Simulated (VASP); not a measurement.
Output of a VASP run:

**OSZICAR**
```
       N       E                     dE             d eps       ncg     rms          rms(c)
DAV:   1     0.859463500148E+02    0.85946E+02   -0.92898E+03  1222   0.168E+03
DAV:   2    -0.285865292222E+01   -0.88805E+02   -0.85377E+02  1312   0.283E+02
DAV:   3    -0.857197545305E+01   -0.57133E+01   -0.56849E+01  1547   0.730E+01
DAV:   4    -0.864424326766E+01   -0.72268E-01   -0.72242E-01  1362   0.864E+00
DAV:   5    -0.864536485892E+01   -0.11216E-02   -0.11216E-02  1512   0.108E+00    0.788E+00
DAV:   6    -0.824010975313E+01    0.40526E+00   -0.98576E-01  1764   0.390E+01    0.599E+00
DAV:   7    -0.821455234086E+01    0.25557E-01   -0.34313E-01  1282   0.634E+00    0.278E+00
DAV:   8    -0.820859823811E+01    0.59541E-02   -0.59790E-03  1480   0.105E+00    0.707E-01
DAV:   9    -0.820797577596E+01    0.62246E-03   -0.11274E-03  1412   0.361E-01    0.111E-01
DAV:  10    -0.820799597259E+01   -0.20197E-04   -0.88910E-05  1352   0.108E-01    0.537E-02
DAV:  11    -0.820799288312E+01    0.30895E-05   -0.61954E-06  1729   0.665E-02    0.532E-03
DAV:  12    -0.820799298204E+01   -0.98927E-07   -0.13135E-06  1397   0.978E-03    0.188E-03
DAV:  13    -0.820799296768E+01    0.14360E-07   -0.74666E-08   731   0.683E-03
   1 F= -.82079930E+01 E0= -.82079930E+01  d E =0.000000E+00
```

File OUTCAR:
```
------------------------ aborting loop because EDIFF is reached ----------------------------------------
  FORCE on cell =-STRESS in cart. coord.  units (eV):
  Direction    XX          YY          ZZ          XY          YZ          ZX
  --------------------------------------------------------------------------------------
  Total       -0.0062487     -0.0062487     -0.0062487      0.0000000     -0.0000000      0.0000000
  in kB       -0.2686253     -0.2686253     -0.2686253      0.0000000     -0.0000000      0.0000000
  external PRESSURE =      -0.2686253 kB  Pullay stress =       0.0000000 kB
  volume of cell :       37.27
      direct lattice vectors                 reciprocal lattice vectors
     0.000000000  2.651198404  2.651198404    -0.188593958  0.188593958  0.188593958
     2.651198404  0.000000000  2.651198404     0.188593958 -0.188593958  0.188593958
     2.651198404  2.651198404  0.000000000     0.188593958  0.188593958 -0.188593958
  FREE ENERGIE OF THE ION-ELECTRON SYSTEM (eV)
  ---------------------------------------------------
  free  energy   TOTEN  =        -8.2079929677 eV

  energy  without entropy=       -8.2079929677  energy(sigma->0) =       -8.20799297

 total charge

# of ion       s       p       d       tot
------------------------------------------
    1        0.550   0.538   9.804  10.892
    2        1.312   2.442   0.000   3.754
--------------------------------------------------
tot          1.862   2.980   9.804  14.646
```
(Selected blocks of OUTCAR.)

File POSCAR:
```
ZnS
1
    0.0000000000     2.6511984042     2.6511984042
    2.6511984042     0.0000000000     2.6511984042
    2.6511984042     2.6511984042     0.0000000000
Zn S
1 1
Direct
  0.0000000000   0.0000000000   0.0000000000
  0.2500000000   0.2500000000   0.2500000000
```

Q: Write an INCAR and KPOINTS that could have produced this output.

A: One answer among several that fit: the input of the run itself, LDA (Ceperley-Alder, Perdew-Zunger), plane waves, VASP's LDA PAW potentials (set 64).

### INCAR
```
! general
SYSTEM =ZnS
PREC   =Accurate
ENCUT  =520
LREAL  =.FALSE.
LASPH  =.TRUE.

! electronic loop
EDIFF  =1E-7   ! SCF stop (eV)
NELM   =100   ! most electronic steps
ALGO   =Normal   ! blocked Davidson
LMAXMIX=4

! smearing
ISMEAR =-5

! ions
ISIF   =2   ! forces and stress, cell fixed

! output
LWAVE  =.FALSE.
LCHARG =.TRUE.
LORBIT =11   ! lm-projected
NEDOS  =601   ! DOS grid
```

File KPOINTS:
```
kpoints
0
Gamma
  10 10 10
0 0 0
```

POTCAR, in this order: Zn S (LDA.64 set). Program: vasp_std.

The compound is ZnS in the zinc blende structure. It was relaxed first, which changed the volume by -6 %.
